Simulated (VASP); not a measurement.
Given:

```yaml
crystal:
  lattice:
    - [0.00000, 3.11719, 3.11719]
    - [3.11719, 0.00000, 3.11719]
    - [3.11719, 3.11719, 0.00000]
  atoms:
    - { symbol: Sn, position: [0.00000, 0.00000, 0.00000] }
    - { symbol: Te, position: [0.50000, 0.50000, 0.50000] }
```

Calculation: LDA (Ceperley-Alder, Perdew-Zunger), VASP's LDA PAW potentials (set 64) (plane waves; VASP 6.6.1). Settings: 520 eV cut-off, Gaussian smearing of 0.050 eV, potentials Sn_d Te.

Unless said otherwise, spin-orbit coupling is left out, though it shifts the bands of the heavy elements here.

Give the energies of bands 7 to 13 at the high-symmetry points, in eV from the valence-band maximum.

```
band      Γ      X      U      L      W
----  -----  -----  -----  -----  -----
7     -4.59  -6.51  -7.53  -8.49  -7.47
8     -2.14  -5.73  -5.32  -1.78  -4.95
9     -2.14  -3.81  -3.30  -1.78  -4.95
10    -2.14  -3.81  -2.73   0.00  -0.74
11     3.42   2.12   3.13   0.21   0.87
12     3.42   5.08   3.17   0.36   4.67
13     3.42   5.08   4.24   0.36   4.67
```

The gap is indirect, 0.08 eV, from the valence maximum at L to the conduction minimum at L-W at 0.07.

The compound is SnTe in the rock salt structure, which distorts at low temperature. It was relaxed first.
